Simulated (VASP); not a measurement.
Data:

```xyz
2
Lattice="0.0000 2.7448 2.7448 2.7448 0.0000 2.7448 2.7448 2.7448 0.0000" Properties=species:S:1:pos:R:3 pbc="T T T"
Al     0.0000     0.0000     0.0000
P      1.3724     1.3724     1.3724
```

All values below come from rev-vdW-DF2, VASP's PBE PAW potentials (set 64) (plane waves; VASP). Run with 520 eV cut-off, Gaussian smearing of 0.050 eV, potentials Al P.

### Question
What does the run give for the band gap (along the path) with the smallest direct gap where there is one?

### Answer

```
Property                               Result
------------------------------------  -------
band gap (along the path)             1.60 eV
smallest direct gap (along the path)  3.15 eV
```

Total energies compare only between runs with the same potentials, cut-off and functional.

The compound is AlP in the zinc blende structure. It was relaxed first.
